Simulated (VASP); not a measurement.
Calculation: LDA (Ceperley-Alder, Perdew-Zunger), VASP's LDA PAW potentials (set 64) (plane waves; VASP).

The input files of a VASP run:

**INCAR**
```
ALGO  =  Normal
EDIFF  =  1E-6
EDIFFG  =  -0.02
ENCUT  =  620
IBRION  =  2
ISIF  =  3
ISMEAR  =  1
LASPH  =  .True.
LCHARG  =  .False.
LMAXMIX  =  4
LREAL  =  .False.
LWAVE  =  .False.
NELM  =  100
NSW  =  40
PREC  =  Accurate
PSTRESS  =  100
SIGMA  =  0.1
SYSTEM  =  SnO
```

File KPOINTS:
```
Automatic mesh
0
Gamma
8 8 7
0 0 0
```

File POSCAR:
```
SnO
1.0
  3.7053557690   0.0000000000   0.0000000000
  0.0000000000   3.7053557690   0.0000000000
  0.0000000000   0.0000000000   4.3899925689
Sn O
2 2
Cartesian
  1.8526778845   0.0000000000   3.2349776523
  0.0000000000   1.8526778845   1.1550149166
  1.8526778845   1.8526778845   0.0000000000
  0.0000000000   0.0000000000   0.0000000000
```

POTCAR, in this order: Sn_d O (LDA.64 set). Program: vasp_std.

Energy and stress use the plane-wave basis of the starting cell. Unless said otherwise, spin-orbit coupling is left out, though it shifts the bands of the heavy elements here.

Task: What does the run give for the energy per atom (σ→0), volume per atom, band gap (on the k-mesh)?

Result: 
```
Item                                                        Result
------------------------  ----------------------------------------
energy per atom (σ→0)                               -6.376 eV/atom
band gap (on the k-mesh)  none (metal, semimetal or under 0.01 eV)
volume per atom                                     14.25 Å^3/atom
```

File OSZICAR:
```
...
  13 F= -.21945165E+02 E0= -.21944916E+02  d E =-.671874E-03
       N       E                     dE             d eps       ncg     rms          rms(c)
DAV:   1    -0.255031827307E+02   -0.71008E-03   -0.85572E-03  3384   0.708E-01    0.545E-02
DAV:   2    -0.255031564778E+02    0.26253E-04   -0.28519E-04  4368   0.207E-01    0.310E-02
DAV:   3    -0.255031317947E+02    0.24683E-04   -0.37657E-05  4288   0.132E-01    0.538E-03
DAV:   4    -0.255031323844E+02   -0.58965E-06   -0.12570E-05  3088   0.351E-02    0.223E-03
DAV:   5    -0.255031323083E+02    0.76066E-07   -0.74817E-07  1480   0.184E-02
  14 F= -.21945211E+02 E0= -.21944954E+02  d E =-.455513E-04
```

The compound is SnO in the litharge structure. This run relaxes it under an external pressure of 10 GPa. Symmetry was kept, so distortions that lower it aren't found.
